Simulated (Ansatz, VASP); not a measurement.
Na2Al2O: VASP beside Ansatz

```
Na Al O
1.0
     4.35437    0.00000    0.00000
    -2.17718    3.77099    0.00000
     0.00000    0.00000    6.82152
Na Al O
2 2 1
Direct
  0.33333 0.66667 0.00000
  0.66667 0.33333 0.00000
  0.33333 0.66667 0.50000
  0.66667 0.33333 0.50000
  0.00000 0.00000 0.00000
```

Alike in both runs: task relaxation of cell and atoms; functional PBE; k mesh 12 × 12 × 6; occupations gaussian, width 0.1 eV; no spin polarisation.

```csv
,VASP,Ansatz
version,VASP 6.6.1,Ansatz 0.2.0
potentials or method,"VASP PAW PBE potentials, release 64 (Na_pv, Al, O)","scalar-relativistic, plane waves, PAW"
plane-wave cutoff (eV),600,420
valence electrons in the cell,26,30
```

Ansatz gave:

- gap on the k mesh at the Fermi level, each at its own relaxed structure (eV): none
- relaxed volume (Å³/atom): 22.76
- relaxed cell length with the largest relative difference (Å): 6.951

Question: Estimate VASP's values.

Answer: gap on the k mesh at the Fermi level, each at its own relaxed structure (eV): none; relaxed volume (Å³/atom): 22.67; relaxed cell length with the largest relative difference (Å): 6.928.

A gap of «none» marks a metal or a gap that the smearing closes. The two sets of potentials don't hold the same shells in valence.
